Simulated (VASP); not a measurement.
A run of VASP 6.6.1:

INCAR

```
SYSTEM = GdO
PREC     = Accurate       ! precision mode
ENCUT    = 520            ! plane-wave cutoff, eV
EDIFF    = 1E-6           ! SCF threshold, eV
ISMEAR   = 0              ! smearing method
SIGMA    = 0.05           ! smearing width, eV
LREAL    = .FALSE.        ! projectors in reciprocal space
LASPH    = .TRUE.         ! aspherical terms in the spheres
NELM     = 120            ! most SCF steps
ALGO     = Normal         ! electronic algorithm
ISIF     = 2              ! what is computed and relaxed
LWAVE    = .FALSE.        ! write WAVECAR
LCHARG   = .FALSE.        ! write CHGCAR
ISPIN    = 2              ! spin polarisation
MAGMOM   = 7 0            ! initial moments
LORBIT   = 11             ! projections on sites
NUPDOWN  = 2              ! fixed moment
LMAXMIX  = 6              ! l up to which the mixer works
GGA      = PE             ! functional
NBANDS   = 23             ! bands
```

KPOINTS

```
regular mesh
0
G
  7 7 7
  0 0 0
```

POSCAR

```
GdO
1.0
    2.8018137600      0.0000000000      0.0000000000
    0.0000000000      2.8018137600      0.0000000000
    0.0000000000      0.0000000000      2.8018137600
Gd O
1 1
Direct
    0.0000000000      0.0000000000      0.0000000000
    0.5000000000      0.5000000000      0.5000000000
```

Potentials or basis: VASP PAW PBE potentials, release 64 (Gd, O).

The run is started by

```bash
$ cat potpaw_PBE.64/Gd/POTCAR potpaw_PBE.64/O/POTCAR > POTCAR
$ mpirun -np 1 vasp_std > vasp.out
```

Hardware: 1 thread of Intel(R) Xeon(R) Platinum 8488C (Sapphire Rapids), on a shared host.

How long does it take, and how much memory?

It took 29 s on 1 thread of Intel(R) Xeon(R) Platinum 8488C (Sapphire Rapids) (shared host), peak memory 0.16 GiB. Counts: scf iterations 19, k points 20.
